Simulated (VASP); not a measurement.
Here is the system:

```
CELL_PARAMETERS angstrom
      0.00000     2.67767     2.67767
      2.67767     0.00000     2.67767
      2.67767     2.67767     0.00000
ATOMIC_POSITIONS crystal
  Zn 0.00000 0.00000 0.00000
  S  0.25000 0.25000 0.25000
```

Method: PBEsol GGA, VASP's PBE PAW potentials (set 64) (plane waves; VASP). Numerical set-up: 400 eV cut-off, 8×8×8 Γ-centred mesh, Gaussian smearing of 0.050 eV, potentials Zn S.

Problem. Estimate the energy per atom (σ→0), band gap (on the k-mesh) with the smallest direct gap where there is one.

Solution. 
```
Property                                     Result
-----------------------------------  --------------
band gap (on the k-mesh)                    2.09 eV
smallest direct gap (on the k-mesh)         2.09 eV
energy per atom (σ→0)                -3793 meV/atom
```

Only differences to runs with the same potentials and settings are physical.

The compound is ZnS in the zinc blende structure. It was relaxed first. The start is the result of an earlier pass.
